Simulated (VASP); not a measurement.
Shape and ions are relaxed at each volume.

Data:

```xyz
2
Lattice="1.3233 -2.2920 0.0000 1.3233 2.2920 0.0000 0.0000 0.0000 4.8898" Properties=species:S:1:pos:R:3 pbc="T T T"
Zn     1.3233     0.7640     1.2224
Zn     1.3233    -0.7640     3.6673
```

Computed with rev-vdW-DF2, VASP's PBE PAW potentials (set 64) (plane waves; VASP). Settings: 520 eV cut-off, 16×16×8 Γ-centred mesh, first-order Methfessel-Paxton smearing of 0.10 eV, potentials Zn.

Give the energy at these volumes per atom, relative to the lowest: 13.89, 14.33, 14.78, 15.22, 15.66 Å³.

16.3, 4.2, 0.0, 2.2, 9.3 meV/atom. A third-order Birch-Murnaghan fit gives B0 = 73.5 GPa and B0′ = 7.1.

Measured: bulk modulus 69.7 GPa at 0 K (computed value off by +5.5 %), as given by Vázquez-Parga, Fernández-Martínez, Viñes, J. Chem. Theory Comput. (2023), doi:10.1021/acs.jctc.3c00612, Supporting … [zero-point energy and finite temperature contributions removed].

The compound is Zn in the hcp structure. It was relaxed first.
